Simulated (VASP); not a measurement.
An input for Quantum ESPRESSO's pw.x (written as the equivalent of a VASP run, and not itself run):

```
&CONTROL
  calculation = 'scf'
  pseudo_dir = './pseudo'
  outdir = './out'
  tprnfor = .true.
  tstress = .true.
/
&SYSTEM
  ibrav = 0
  nat = 2
  ntyp = 2
  ecutwfc = 84
  occupations = 'smearing'
  smearing = 'fermi-dirac'
  degauss = 0.00147
  input_dft = 'pz'
/
&ELECTRONS
  conv_thr = 7.3e-08
  electron_maxstep = 100
/
ATOMIC_SPECIES
  K 39.098 K.upf
  F 18.998 F.upf
CELL_PARAMETERS angstrom
     0.0000000    2.6544150    2.6544150
     2.6544150    0.0000000    2.6544150
     2.6544150    2.6544150    0.0000000
ATOMIC_POSITIONS crystal
  K    0.0000000  0.0000000  0.0000000
  F    0.5000000  0.5000000  0.5000000
K_POINTS automatic
  9 9 9 0 0 0
```

Question: Translate this input to VASP (INCAR, KPOINTS, POSCAR, choice of POTCAR).

Answer: One answer among several that fit: 
**INCAR**
```
SYSTEM = KF
PREC = Accurate; ENCUT = 400; LREAL = .FALSE.
LASPH = .TRUE.
EDIFF = 1E-6; NELM = 100; ALGO = Normal
ISMEAR = -1; SIGMA = 0.02
ISIF = 2
LWAVE = .FALSE.; LCHARG = .FALSE.
```

KPOINTS:
```
Regular mesh
0
G
 9 9 9
0 0 0
```

File POSCAR:
```
KF
1
    0.0000000000     2.6544150000     2.6544150000
    2.6544150000     0.0000000000     2.6544150000
    2.6544150000     2.6544150000     0.0000000000
K F
1 1
Direct
  0.0000000000   0.0000000000   0.0000000000
  0.5000000000   0.5000000000   0.5000000000
```

POTCAR, in this order: K_sv F (LDA.64 set). Program: vasp_std.

What does not carry over: the potentials are each code's own (VASP's PAW set, PseudoDojo norm-conserving files in pw.x), so ENCUT and ecutwfc are chosen apart and not converted; conv_thr bounds pw.x's estimated SCF error, while EDIFF bounds the energy change between steps.

The structure comes from a computed database's KF entry; how it stands against other phases isn't given here. The cell was not relaxed at this level. The run is one of a series of settings (GGA removed, POTCAR K_sv F (LDA.64 set) against the base run), some of them coarse on purpose.
